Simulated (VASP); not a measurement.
Input for VASP

### INCAR
```
NELM = 100
ISMEAR = 0
SYSTEM = CdS
LREAL = .FALSE.
ENCUT = 520
EDIFF = 1E-6   # SCF stop (eV)
LMAXMIX = 4   # l cut-off of mixed one-centre charges
IBRION = 2   # conjugate gradients
GGA = PE
PREC = Accurate
IVDW = 11   # D3, zero damping
ALGO = Normal   # blocked Davidson
SIGMA = 0.05   # width (eV)
LWAVE = .FALSE.
EDIFFG = -0.01   # ionic stop
LASPH = .TRUE.   # aspherical one-centre terms
NSW = 60   # most ionic steps
LCHARG = .FALSE.
ISIF = 3   # ions, shape and volume
```

KPOINTS:
```
Automatic mesh
0
Gamma
7 7 7
0 0 0
```

### POSCAR
```
CdS
1.0
  0.0000000000   2.9330176827   2.9330176827
  2.9330176827   0.0000000000   2.9330176827
  2.9330176827   2.9330176827   0.0000000000
Cd S
1 1
Cartesian
  0.0000000000   0.0000000000   0.0000000000
  1.4665088414   1.4665088414   1.4665088414
```

POTCAR, in this order: Cd S (PBE.64 set). Program: vasp_std.

Problem. Write an equivalent input for Quantum ESPRESSO's pw.x.

Solution. One equivalent input (not run):
```
&CONTROL
  calculation = 'vc-relax'
  pseudo_dir = './pseudo'
  outdir = './out'
  tprnfor = .true.
  tstress = .true.
  nstep = 60
  forc_conv_thr = 0.00039
/
&SYSTEM
  ibrav = 0
  nat = 2
  ntyp = 2
  ecutwfc = 102
  occupations = 'smearing'
  smearing = 'gaussian'
  degauss = 0.003675
  input_dft = 'pbe'
  vdw_corr = 'grimme-d3'
  dftd3_version = 3
  dftd3_threebody = .false.
/
&ELECTRONS
  conv_thr = 7.3e-08
  electron_maxstep = 100
/
&IONS
/
&CELL
/
ATOMIC_SPECIES
  Cd 112.414 Cd.upf
  S 32.060 S.upf
CELL_PARAMETERS angstrom
    -0.0000000    2.9330177    2.9330177
     2.9330177    0.0000000    2.9330177
     2.9330177    2.9330177    0.0000000
ATOMIC_POSITIONS crystal
  Cd   0.0000000  0.0000000  0.0000000
  S    0.2500000  0.2500000  0.2500000
K_POINTS automatic
  7 7 7 0 0 0
```
Limits of the translation: the potentials are each code's own (VASP's PAW set, PseudoDojo norm-conserving files in pw.x), so ENCUT and ecutwfc are chosen apart and not converted; conv_thr bounds pw.x's estimated SCF error, while EDIFF bounds the energy change between steps; forc_conv_thr acts on force components and is met together with etot_conv_thr.

The compound is CdS in the zinc blende structure, a metastable form; wurtzite is the usual one. It was relaxed first. The start is the result of an earlier pass.
